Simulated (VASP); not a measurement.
Level of theory: LDA (Ceperley-Alder, Perdew-Zunger), VASP's LDA PAW potentials (set 64) (plane waves; VASP).

The input files of a VASP run:

### INCAR
```
SYSTEM  =  KBr
PREC  =  Accurate; ENCUT  =  400; LREAL  =  F
LASPH  =  T
EDIFF  =  1E-8; NELM  =  100; ALGO  =  Normal
LMAXMIX  =  4
ISMEAR  =  0; SIGMA  =  0.01
LWAVE  =  F; LCHARG  =  F
LEPSILON  =  T
```

POSCAR:
```
KBr
1
    0.0000000000     3.1898164200     3.1898164200
    3.1898164200     0.0000000000     3.1898164200
    3.1898164200     3.1898164200     0.0000000000
K Br
1 1
Direct
  0.0000000000   0.0000000000   0.0000000000
  0.5000000000   0.5000000000   0.5000000000
```

### KPOINTS
```
Regular mesh
0
Gamma
  7 7 7
```

POTCAR, in this order: K_sv Br (LDA.64 set). Program: vasp_std.

The resulting files:

### OUTCAR
```


 HEAD OF MICROSCOPIC STATIC DIELECTRIC TENSOR (INDEPENDENT PARTICLE, excluding Hartree and local field effects)
 ------------------------------------------------------
           3.101217     0.000000     0.000000
           0.000000     3.101217     0.000000
          -0.000000     0.000000     3.101217
 ------------------------------------------------------

 MACROSCOPIC STATIC DIELECTRIC TENSOR (including local field effects in DFT)
 ------------------------------------------------------
           2.756243     0.000000    -0.000000
           0.000000     2.756243     0.000000
           0.000000     0.000000     2.756243
 ------------------------------------------------------

 PIEZOELECTRIC TENSOR (including local field effects)  for field in x, y, z        (e  Angst)
          XX          YY          ZZ          XY          YZ          ZX
  --------------------------------------------------------------------------------
  x     0.00000     0.00000     0.00000     0.00000     0.00000     0.00000
  y     0.00000     0.00000     0.00000     0.00000     0.00000     0.00000
  z     0.00000     0.00000     0.00000     0.00000     0.00000     0.00000

 PIEZOELECTRIC TENSOR (including local field effects)  for field in x, y, z        (C/m^2)
          XX          YY          ZZ          XY          YZ          ZX
  --------------------------------------------------------------------------------
  x     0.00000     0.00000     0.00000     0.00000     0.00000     0.00000
  y     0.00000     0.00000     0.00000     0.00000     0.00000     0.00000
  z     0.00000     0.00000     0.00000     0.00000     0.00000     0.00000

 BORN EFFECTIVE CHARGES (including local field effects) (in |e|, cummulative output)
 ---------------------------------------------------------------------------------
 ion    1
    1     1.10259     0.00000     0.00000
    2    -0.00000     1.10259     0.00000
    3     0.00000     0.00000     1.10259
 ion    2
    1    -1.10259    -0.00000     0.00000
    2     0.00000    -1.10259     0.00000
    3     0.00000     0.00000    -1.10259
```
(Selected blocks of OUTCAR.)

The structure comes from a computed database's KBr entry (Fm-3m); how it stands against other phases isn't given here. It was relaxed first, which changed the volume by -9 %.
